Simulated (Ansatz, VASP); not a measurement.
## Si32C31 (V_C (C site 1)): VASP beside Ansatz

One calculation is typed for both programs; each brings its own data sets. How far apart do they land? The cell is taken from a series of runs on this material, whose earlier steps may have relaxed, scaled, displaced or heated it; both programs get it as it stands.

Calculated with Ansatz 0.2.0; plane waves, with VASP 6.6.1 beside it; single point at PBE.

**1. Starting point**

The cell holds 63 atoms: 32 Si and 31 C. Cell: a = 8.759 Å, b = 8.759 Å, c = 8.759 Å, α = 90.0°, β = 90.0°, γ = 90.0°. It derives from SiC (SiC (F-43m)). Nearest the centre at fractional (0.375, 0.375, 0.375): Si29 at 2.01 Å, Si11 at 2.02 Å, Si8 at 2.02 Å, Si18 at 2.02 Å, C46 at 3.09 Å, C56 at 3.09 Å, C40 at 3.09 Å, C53 at 3.09 Å.

**2. Ansatz: single point, PBE**

Ansatz runs on its default PAW (the set named soft_2) files.

With cell and atoms fixed, the geometry can't cause a difference; cores, projectors, grids and the points listed under the comparison can.

Input file input.yaml:

```yaml
crystal:
  lattice:
    - [8.7594545, 0.0, 0.0]
    - [0.0, 0.0, -8.7594545]
    - [0.0, 8.7594545, 0.0]
  atoms:
    - { symbol: Si, position: [-0.00085483887, -0.00129492004, -0.00114981007] }
    - { symbol: Si, position: [-0.00220786478, 0.25010088709, 0.25024462708] }
    - { symbol: Si, position: [0.25052554102, -0.00263034626, 0.25028561734] }
    - { symbol: Si, position: [0.25054100144, 0.25011623904, -0.00250878748] }
    - { symbol: C, position: [0.12550255403, 0.12505950532, 0.37337586822] }
    - { symbol: C, position: [0.12547898081, 0.37318246737, 0.12518748329] }
    - { symbol: C, position: [0.3736312975, 0.12505682802, 0.12519875731] }
    - { symbol: Si, position: [-0.00135072949, -0.00177260336, 0.50102001456] }
    - { symbol: Si, position: [-0.00141683855, 0.24825446999, 0.7510915259] }
    - { symbol: Si, position: [0.24867240501, -0.00179555627, 0.75101791173] }
    - { symbol: Si, position: [0.24190120881, 0.24146881236, 0.50788369685] }
    - { symbol: C, position: [0.12489257991, 0.12446170817, 0.87479461847] }
    - { symbol: C, position: [0.12540463722, 0.37589799418, 0.62424777665] }
    - { symbol: C, position: [0.37635754671, 0.12501913582, 0.62420567233] }
    - { symbol: C, position: [0.37495200465, 0.37454461699, 0.87465875941] }
    - { symbol: Si, position: [-0.00135110918, 0.50087871723, -0.00163684851] }
    - { symbol: Si, position: [-0.00140284405, 0.75090406495, 0.24840761394] }
    - { symbol: Si, position: [0.24182307736, 0.50768509157, 0.24160214471] }
    - { symbol: Si, position: [0.24867703478, 0.75086533672, -0.00163780562] }
    - { symbol: C, position: [0.1254275835, 0.62405740479, 0.37606291875] }
    - { symbol: C, position: [0.12489394857, 0.87464625353, 0.12462109746] }
    - { symbol: C, position: [0.37633098111, 0.62400501916, 0.12518415927] }
    - { symbol: C, position: [0.37496334022, 0.87454345248, 0.37469001123] }
    - { symbol: Si, position: [-0.00222754461, 0.49900307883, 0.49914832793] }
    - { symbol: Si, position: [-0.00087331364, 0.75034746165, 0.75050070205] }
    - { symbol: Si, position: [0.2505112107, 0.49901793225, 0.75182600185] }
    - { symbol: Si, position: [0.25053956151, 0.75170573188, 0.49914996211] }
    - { symbol: C, position: [0.1248973731, 0.62463218064, 0.87459115645] }
    - { symbol: C, position: [0.12488387303, 0.87442123094, 0.62477053978] }
    - { symbol: C, position: [0.37363890521, 0.62407605534, 0.62420841592] }
    - { symbol: C, position: [0.37495779727, 0.87458603449, 0.87473139804] }
    - { symbol: Si, position: [0.50125703104, -0.00177508651, -0.00164199368] }
    - { symbol: Si, position: [0.5081474905, 0.24141814401, 0.24155432452] }
    - { symbol: Si, position: [0.75134285564, -0.00182104901, 0.24835468751] }
    - { symbol: Si, position: [0.75133214939, 0.24825138415, -0.00168768286] }
    - { symbol: C, position: [0.62450955866, 0.12501853995, 0.37604009433] }
    - { symbol: C, position: [0.62449699274, 0.37590532011, 0.12516168981] }
    - { symbol: C, position: [0.87507606205, 0.12445934396, 0.12458393937] }
    - { symbol: C, position: [0.87496764636, 0.37455842425, 0.37468673986] }
    - { symbol: Si, position: [0.4993994016, -0.00265222192, 0.49911877976] }
    - { symbol: Si, position: [0.49943032111, 0.25009523461, 0.75187890162] }
    - { symbol: Si, position: [0.75081202985, -0.00131295425, 0.75050080499] }
    - { symbol: Si, position: [0.75215488533, 0.25012727338, 0.49913150782] }
    - { symbol: C, position: [0.62506288699, 0.12445245185, 0.87458166039] }
    - { symbol: C, position: [0.62449190312, 0.37317772847, 0.62420215604] }
    - { symbol: C, position: [0.8748580879, 0.12447848004, 0.6247771029] }
    - { symbol: C, position: [0.87499532682, 0.37458685199, 0.8747377965] }
    - { symbol: Si, position: [0.49938693922, 0.49895337356, -0.00251246347] }
    - { symbol: Si, position: [0.49941443084, 0.7517182998, 0.25024627397] }
    - { symbol: Si, position: [0.75216419341, 0.49899852534, 0.25027416468] }
    - { symbol: Si, position: [0.75078615983, 0.75036294131, -0.00116520905] }
    - { symbol: C, position: [0.62448995444, 0.62404888058, 0.37334739243] }
    - { symbol: C, position: [0.62504249186, 0.87442038865, 0.12459190195] }
    - { symbol: C, position: [0.8748510714, 0.62464169387, 0.12460339371] }
    - { symbol: C, position: [0.87497995644, 0.87459332041, 0.37473340655] }
    - { symbol: Si, position: [0.50804141669, 0.50759336606, 0.50777511205] }
    - { symbol: Si, position: [0.50122012596, 0.75089843258, 0.75106947136] }
    - { symbol: Si, position: [0.75129996584, 0.50084228884, 0.75104563504] }
    - { symbol: Si, position: [0.75130769033, 0.7508860685, 0.50100456383] }
    - { symbol: C, position: [0.62500952704, 0.62460085896, 0.87480305032] }
    - { symbol: C, position: [0.62502892165, 0.87463844963, 0.62478395333] }
    - { symbol: C, position: [0.87503494217, 0.62461445608, 0.62477370354] }
    - { symbol: C, position: [0.87495995864, 0.87453708931, 0.87468444946] }
  host:
    repeats: [2, 2, 2]
    atoms:
      - { symbol: Si, position: [0.0, 0.0, 0.0] }
      - { symbol: Si, position: [0.0, 0.5, 0.5] }
      # ... 6 more atoms of the perfect host
basis:
  ecutwfc: 420
  xc_grid: 2
hamiltonian:
  xc: pbe
kpoints:
  mp_grid: { grid: [1, 1, 1] }
magnetization:
  spin_polarized: true
  initial_magnetization: 2
  spin_locking: { lock_magnetization: hard }
scf:
  occupations: { method: fermi_dirac, width: 0.01 }
  max_iter: 80
  n_extra_bands: 138
output:
  optics:
    e_range: [0.0, 8.0]
    de: 0.025
    sigma: 0.1
    kdotp_interpolation: "off"
    nscf_kmesh: { grid: [2, 2, 2] }
checkpoint:
  read: "../q0_M2.relax_smeared.run"
```

Command:

```
$ ansatz run input.yaml --threads 4 --pin off --max-ram 8478MiB --backend cpu --events-out ev --progress --plain --runs-dir out
```

Numbers of over 12 decimals in the logs are rounded to 6 here.

The log of the run:

```text
scf.n_extra_bands = 138 over 127 filled bands (N_el = 252.0): the run solves 265 bands
Engine: ansatz 0.2.0, aarch64-unknown-linux-gnu
Pseudopotentials: kind: paw
Pseudopotential: Si, paw, valence charge 4, recommended cutoff 420 eV (normal), Si.paw.azcp
Pseudopotential: C, paw, valence charge 4, recommended cutoff 420 eV (normal), C.paw.azcp
Functional definition: PBE
  parameter kappa = 0.804
  parameter beta = 0.066725
  exchange = pbe_x(kappa = kappa, mu = beta*pi^2/3)
  correlation = pbe_c(beta = beta)
Crystal: 63 atoms, lattice volume = 672.096 Å³
Basis set: ecut = 420 eV, 13205 PW (Γ), exchange–correlation on 120×120×120 points (8 copies of the dense FFT grid, shifted against one another)
Bands: 265, of which v1, the nominal top of the filled ones, is band 126 counted from 1 (125 counted from 0)
Symmetry: 1 space group operations
Space group: P1 (ITA 1), of the structure as read, at distance tolerance 8.8e-5 Å
Magnetic group: BNS 1.1 (UNI 1), of the structure as read, at distance tolerance 8.8e-5 Å
k-points: 1
Non-local potential: Si, projectors of the file, l = 0: 2, l = 1: 2, l = 2: 2
Non-local potential: C, projectors of the file, l = 0: 2, l = 1: 2, l = 2: 1
PAW form: soft (Blöchl's): semilocal exchange-correlation on the pseudo side does not see the compensation charge
PAW one-centre angular grid: Si, 110 points (default); XC on 64 Gauss nodes
PAW one-centre angular grid: C, 110 points (default); XC on 64 Gauss nodes
Initial density: read from a saved state, or passed on in memory by an earlier SCF of this step, an earlier step, the calling program or the single point that the run made first
Starting moments: Σ|m| = 2 μB on 63 of 63 sites; this step starts from the density that it was given
Initial wavefunctions: those read from a saved state, or passed on in memory by an earlier step or the calling program
Functional: x = pbe(κ = 0.804, μ = 0.219515), c = pbe(β = 0.066725)
iter 1 solved again at ethr=3.73e-12 eV; its pass at ethr=3.10e-3 eV (dr2=9.39e-9 eV) is discarded
SCF iter   1: F=—  HF=-28131.260589 eV  |F-HF|=—  |Δ(HF+E_count)|=         —  Δρ=6.07e-7 (↑6.06e-7 ↓6.07e-7)  dr2=9.37e-9  dr2_m=2.38e-10  M=2.000 μB ∫|m|=2.227 μB  β_m=0.30  ethr=3.73e-12  ⟨swp⟩=19.0  Hψ=5625  notcnv=0  defer=16
preconditioner: auto → Resta (q_TF=auto, 2.317 Å⁻¹)  ε∞=3.6  [insulator: Δε(μ)=0.266 eV  Ē_g=14.015 eV  σ=0.010 eV  W_gap=1.00  n_scr=146 (ndim 8)  ℏωp=22.7 eV  f_vac=0.000  D(μ)=0.00/eV (n_scr^D=0)  ε∞_Penn≈3.6]
spin=Collinear: Resta preconditioning applied to the charge; magnetization (m = ρ↑ − ρ↓) channel mixes plain (no charge-response kernel on spin).
SCF iter   2: F=—  HF=-28131.260589 eV  |F-HF|=—  |Δ(HF+E_count)|=   1.02e-9  Δρ=4.34e-7 (↑4.34e-7 ↓4.31e-7)  dr2=4.24e-9  dr2_m=1.52e-10  M=2.000 μB ∫|m|=2.227 μB  β_m=0.60  ethr=3.72e-12  ⟨swp⟩=1.0  Hψ=610  notcnv=0  defer=18
SCF iter   3: F=—  HF=-28131.260589 eV  |F-HF|=—  |Δ(HF+E_count)|=   2.44e-9  Δρ=1.36e-7 (↑1.36e-7 ↓1.34e-7)  dr2=4.34e-10  dr2_m=2.06e-11  M=2.000 μB ∫|m|=2.227 μB  β_m=0.69  ethr=1.68e-12  ⟨swp⟩=2.0  Hψ=433  notcnv=0  defer=18
SCF iter   4: F=-28131.260589 eV  HF=-28131.260589 eV  |F-HF|=1.82e-11  |Δ(HF+E_count)|=  3.38e-10  Δρ=2.03e-8 (↑1.77e-8 ↓2.03e-8)  dr2=6.34e-12  dr2_m=5.43e-13  M=2.000 μB ∫|m|=2.227 μB  ethr=1.00e-12  ⟨swp⟩=14.0  Hψ=2604  notcnv=0
SCF 1 converged in 4 iterations: F = -28131.260589 eV  dr2 = 6.34e-12
  greatest PAW one-centre occupation: 0.650 electrons in one spin orbital (limit 2), on the C atom at site 19 (counted from 0), in its partial waves of l = 0
NSCF: frozen V_eff on 8 k-points
SCF converged after 4 iterations
Magnetization: 2.0000 μB (127.0000 up, 125.0000 down)
Absolute magnetization: 2.2401 μB (∫|ρ↑−ρ↓|, with the PAW one-centre terms)
Spin contamination: 0.0043 ħ² per cell (⟨S²⟩ above its minimum at these occupations)
Per-site moments (μB) at R_I (Å): [(0.00615345, 0.777121), (0.00635618, 0.775478), (0.00635159, 0.775361), (0.00635691, 0.775368), (0.00393829, 0.768126), (0.00394435, 0.768017), (0.00392796, 0.767965), (0.00632523, 0.779394), (0.00633731, 0.779348), (0.00633191, 0.779451), (0.00474586, 0.767936), (0.00487794, 0.779841), (0.00394814, 0.768050), (0.00392823, 0.767936), (-0.00805384, 0.775368), (0.00632625, 0.779355),  [...]
Free energy (F): -28131.260589 eV
Harris-Foulkes:  -28131.260589 eV  (|F-HF|=1.82e-11)
Internal energy: -28131.260589 eV  (E = F + TS)
E sigma→0 (E₀):  -28131.260589 eV
Entropy (-TS):   -0.000001 eV (-0.000 meV/atom)
Fermi energy:    10.588470 (↑ 10.589535, ↓ 9.867173) eV
--- Per-component energies (eV) ---
  E_band       = 845.805416
  E_kinetic    = 4229.739024
  E_local      = -3492.282938  (includes V_loc(G=0)·N_el)
  E_nonlocal   = 1621.558145
  E_hartree    = 1098.627469
  E_xc         = -3315.343434
  E_vxc        = -3424.023820  (∫ρ·V_xc dr)
  E_paw        = -19485.610328  (= ΣΔE_a)
  E_vpaw       = -286.440309  (= ΣTr[D̂ρ^β])
  E_aug_tail   = 0.000368  (compensation charges beyond the density's cutoff)
  E_ewald      = -8787.948896
  E_smearing   = -0.000001  (= −TS)
  E_closure    = -0.000000  (closes the sum)
  Σ components = -28131.260589   (vs F -28131.260589, Δ=0.00e0)
--- Band table (eV) ---
  k-point 0 ↑: bands = [... 122 lower, 8.9779, 8.9780, 8.9780, 10.4526, 10.4533, 10.7192, 11.4740, 11.4744, ... 135 higher]
  k-point 0 ↓: bands = [... 122 lower, 8.9897, 8.9898, 8.9899, 10.7407, 10.7412, 10.7649, 11.5299, 11.5304, ... 135 higher]
```

The column dr2 measures how far the density is from self-consistency, as an energy; F and HF (Harris–Foulkes) agree once it is small.

**3. VASP: single point, PBE**

The same cell, functional, mesh and smearing now go to VASP, with its own data sets.

Lines of VASP's logs that name or quote its potential files are left out, and so is its time.

Input file INCAR:

```
SYSTEM = Si32C31
PREC = Accurate
ENCUT = 520
EDIFF = 1E-06
NELM = 200
ISMEAR = -1
SIGMA = 0.01
LREAL = Auto
ALGO = Normal
GGA = PE
NBANDS = 170
ISPIN = 2
MAGMOM = 0.01 0.01 0.01 0.01 0.01 0.01 0.01 0 0.01 0.01 0 0.01 0.01 0.01 0.01 0.01 0.01 0 0.01 0.01 0.01 0.01 0.01 0.01 0.01 0.01 0.01 0.01 0 0.01 0.01 0.01 0 0 0 0 0 0 -0.01 0 0 0 -0.01 0 0 0 -0.01 0 0 0 -0.01 0 0 0 -0.01 0 0 0 -0.01 0 0 0 -0.01
LORBIT = 11
LWAVE = .FALSE.
LCHARG = .FALSE.
ISIF = 2
NUPDOWN = 2
LASPH = .TRUE.
GGA_COMPAT = .FALSE.
```

Input file POSCAR:

```
Si32C31
1.0
    8.7594544956      0.0000000000      0.0000000000
    0.0000000000      0.0000000000     -8.7594544956
    0.0000000000      8.7594544956      0.0000000000
Si C
32 31
Direct
    0.9991451611      0.9987050800      0.9988501899
    0.9977921352      0.2501008871      0.2502446271
    0.2505255410      0.9973696537      0.2502856173
    0.2505410014      0.2501162390      0.9974912125
    0.9986492705      0.9982273966      0.5010200146
    0.9985831615      0.2482544700      0.7510915259
    0.2486724050      0.9982044437      0.7510179117
    0.2419012088      0.2414688124      0.5078836968
    0.9986488908      0.5008787172      0.9983631515
    0.9985971560      0.7509040650      0.2484076139
    0.2418230774      0.5076850916      0.2416021447
    0.2486770348      0.7508653367      0.9983621944
    0.9977724554      0.4990030788      0.4991483279
    0.9991266864      0.7503474617      0.7505007021
    0.2505112107      0.4990179323      0.7518260019
    0.2505395615      0.7517057319      0.4991499621
    0.5012570310      0.9982249135      0.9983580063
    0.5081474905      0.2414181440      0.2415543245
    0.7513428556      0.9981789510      0.2483546875
    0.7513321494      0.2482513841      0.9983123171
    0.4993994016      0.9973477781      0.4991187798
    0.4994303211      0.2500952346      0.7518789016
    0.7508120299      0.9986870458      0.7505008050
    0.7521548853      0.2501272734      0.4991315078
    0.4993869392      0.4989533736      0.9974875365
    0.4994144308      0.7517182998      0.2502462740
    0.7521641934      0.4989985253      0.2502741647
    0.7507861598      0.7503629413      0.9988347910
    0.5080414167      0.5075933661      0.5077751121
    0.5012201260      0.7508984326      0.7510694714
    0.7512999658      0.5008422888      0.7510456350
    0.7513076903      0.7508860685      0.5010045638
    0.1255025540      0.1250595053      0.3733758682
    0.1254789808      0.3731824674      0.1251874833
    0.3736312975      0.1250568280      0.1251987573
    0.1248925799      0.1244617082      0.8747946185
    0.1254046372      0.3758979942      0.6242477767
    0.3763575467      0.1250191358      0.6242056723
    0.3749520047      0.3745446170      0.8746587594
    0.1254275835      0.6240574048      0.3760629188
    0.1248939486      0.8746462535      0.1246210975
    0.3763309811      0.6240050192      0.1251841593
    0.3749633402      0.8745434525      0.3746900112
    0.1248973731      0.6246321806      0.8745911565
    0.1248838730      0.8744212309      0.6247705398
    0.3736389052      0.6240760553      0.6242084159
    0.3749577973      0.8745860345      0.8747313980
    0.6245095587      0.1250185399      0.3760400943
    0.6244969927      0.3759053201      0.1251616898
    0.8750760620      0.1244593440      0.1245839394
    0.8749676464      0.3745584242      0.3746867399
    0.6250628870      0.1244524519      0.8745816604
    0.6244919031      0.3731777285      0.6242021560
    0.8748580879      0.1244784800      0.6247771029
    0.8749953268      0.3745868520      0.8747377965
    0.6244899544      0.6240488806      0.3733473924
    0.6250424919      0.8744203887      0.1245919019
    0.8748510714      0.6246416939      0.1246033937
    0.8749799564      0.8745933204      0.3747334066
    0.6250095270      0.6246008590      0.8748030503
    0.6250289216      0.8746384496      0.6247839533
    0.8750349422      0.6246144561      0.6247737035
    0.8749599586      0.8745370893      0.8746844495
```

Input file KPOINTS:

```
Automatic mesh
0
Gamma
1 1 1
0 0 0
```

The projector-augmented-wave data sets are Si and C (PBE family, release 64).

Command:

```
$ export OMP_NUM_THREADS=3
$ mpirun -np 1 vasp_gam
```

The log of the run:

```text
[banner, memory and clock lines left out]
running    1 mpi-ranks, on    1 nodes
[...]
Offloading initialized ...    1 GPUs detected
[...]
LDA part: xc-table for (Slater+PW92), standard interpolation
 POSCAR, INCAR and KPOINTS ok, starting setup
[...]
entering main loop
       N       E                     dE             d eps       ncg     rms          rms(c)
DAV:   1     0.149288271236E+04    0.14929E+04   -0.13098E+05   680   0.141E+03
DAV:   2    -0.364647272927E+03   -0.18575E+04   -0.17378E+04   892   0.279E+02
DAV:   3    -0.520879986140E+03   -0.15623E+03   -0.15441E+03   824   0.789E+01
DAV:   4    -0.524781016927E+03   -0.39010E+01   -0.38825E+01   816   0.139E+01
[...]
DAV:  15    -0.465793824527E+03   -0.40370E-05   -0.55434E-06   792   0.564E-03    0.435E-03
DAV:  16    -0.465793825781E+03   -0.12538E-05   -0.83230E-07   400   0.226E-03    0.193E-03
DAV:  17    -0.465793825974E+03   -0.19276E-06   -0.20564E-07   400   0.108E-03
   1 F= -.46579383E+03 E0= -.46579383E+03  d E =-.617367E-06  mag=     2.0000
```

OUTCAR, selected parts (step 3):

```text
  FREE ENERGIE OF THE ION-ELECTRON SYSTEM (eV)
  ---------------------------------------------------
  free  energy   TOTEN  =      -465.7938259735 eV

  energy  without entropy=     -465.7938253562  energy(sigma->0) =     -465.79382566

 magnetization (x)
# of ion       s       p       d       tot
------------------------------------------
    1        0.000   0.007   0.000   0.007
    2        0.000   0.008   0.000   0.008
    3        0.000   0.008   0.000   0.008
    4        0.000   0.008   0.000   0.008
    5        0.000   0.007   0.000   0.007
    6        0.000   0.007   0.000   0.007
    7        0.000   0.007   0.000   0.007
    8       -0.000   0.006   0.000   0.006
    9        0.000   0.007   0.000   0.007
   10        0.000   0.007   0.000   0.007
   11       -0.000   0.006   0.000   0.006
   12        0.000   0.007   0.000   0.007
   13        0.000   0.008   0.000   0.008
[...]
--------------------------------------------------
tot          0.168   0.079   0.000   0.247
```

The run ends at a pressure of -0.45 GPa, with forces up to 0.016 eV/Å.

**4. Comparison**

Known differences besides the potentials themselves: VASP starts from the moments at which Ansatz ended; the cutoff is 420 eV in Ansatz and 520 eV in VASP (PREC = Accurate, projectors in real space). Total energies have different zeros and are not compared.

The two programs side by side:

```
                             quantity  Ansatz  VASP  difference
total moment, fixed by the input (μB)    2.00  2.00        0.00
```

**5. Results**

* difference in total moment, fixed by the input (single point, PBE): 0 μB

**Reading.** The difference in total moment, fixed by the input is 0 μB (single point, PBE). How closely two codes agree says nothing of how well the functional describes the real material.

[Lines on the potential files, build, host, timing and source positions are cut from VASP's logs without a mark.]

[Logs are printed without paths, hosts, clocks, repeated set-up lines and the standing remarks that a program may print on its own settings, such as how far it seeks lower states.]

[Hosts, paths, dates, database ids (printed as entryN), source tags and the programs' standing remarks are cut or masked in the printed files.]
